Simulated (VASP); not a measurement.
Computed with PBE GGA, VASP's PBE PAW potentials (set 64) (plane waves; VASP).

Input for VASP

**KPOINTS**
```
Automatic
0
Gamma
16 16 9
```

**INCAR**
```
# general
SYSTEM   =  Hf
PREC     =  Accurate
ENCUT    =  300
LREAL    =  .FALSE.
LASPH    =  .TRUE.

# electronic loop
EDIFF    =  1E-6
NELM     =  100
ALGO     =  Normal
LMAXMIX  =  6

# smearing
ISMEAR   =  0
SIGMA    =  0.136

# functional
GGA      =  PE

# ions
ISIF     =  2

# output
LWAVE    =  .FALSE.
LCHARG   =  .FALSE.
```

File POSCAR:
```
Hf
1.0
  3.1557510000   0.0000000000   0.0000000000
 -1.5778750000   2.7329600000   0.0000000000
  0.0000000000   0.0000000000   4.9871530000
Hf
2
Direct
  0.3333330000   0.6666670000   0.2500000000
  0.6666670000   0.3333330000   0.7500000000
```

POTCAR, in this order: Hf_pv (PBE.64 set). Program: vasp_std.

Task: What will the output report for the number of irreducible k-points (NKPTS), largest plane-wave count, number of space-group operations, FFT grid (NGX, NGY, NGZ)?

Result: 
* **number of irreducible k-points (NKPTS)**: 150
* **largest plane-wave count**: 537
* **number of space-group operations**: 24
* **FFT grid (NGX, NGY, NGZ)**: 18 × 18 × 28

The structure comes from a computed database's Hf entry; how it stands against other phases isn't given here. The cell was not relaxed at this level, and its volume differs by -5.9 % from the start's.
